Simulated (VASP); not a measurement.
The system is CaB2.

```
Ca B
1.0
     3.22643    0.00000    0.00000
    -1.61322    2.79417    0.00000
     0.00000    0.00000    4.06739
Ca B
1 2
Cartesian
  0.0000 0.0000 0.0000
  1.6132 0.9314 2.0337
  0.0000 1.8628 2.0337
```

The cell comes from a database or a generator and needn't be the stable form of this composition.

| Quantity | Value |
| --- | --- |
| Program | VASP 6.6.1 |
| Task | relaxation of cell and atoms |
| Functional | LDA |
| Potentials or basis | VASP PAW LDA potentials, release 64 (Ca_sv, B) |
| Cutoff | 600 eV |
| k mesh | 9 × 9 × 7 |
| Occupations | fermi-dirac, width 0.05 eV |
| Spin | no spin polarisation |

At the start: pressure -6.6 GPa; volume 12.22 Å³/atom.

Task: How do energy, volume and symmetry change on relaxing?

Result: Over 3 steps the energy falls by 13.6 meV/atom and the volume is 11.58 Å³/atom (-5.2 %); space group P6/mmm (No. 191, to 0.05 Å).

The path:
| step | energy change (eV) | largest force (eV/Å) | pressure (GPa) | volume (Å³) |
| --- | --- | --- | --- | --- |
| 1 | 0.0000 | 0.0000 | -6.55 | 36.67 |
| 2 | -0.0352 | 0.0000 | 2.75 | 34.08 |
| 3 | -0.0409 | 0.0000 | 0.01 | 34.75 |

Final structure:
```
Ca B
1.0
     3.16684    0.00000    0.00000
    -1.58342    2.74256    0.00000
     0.00000    0.00000    4.00137
Ca B
1 2
Direct
  0.00000 0.00000 0.00000
  0.66667 0.33333 0.50000
  0.33333 0.66667 0.50000
```
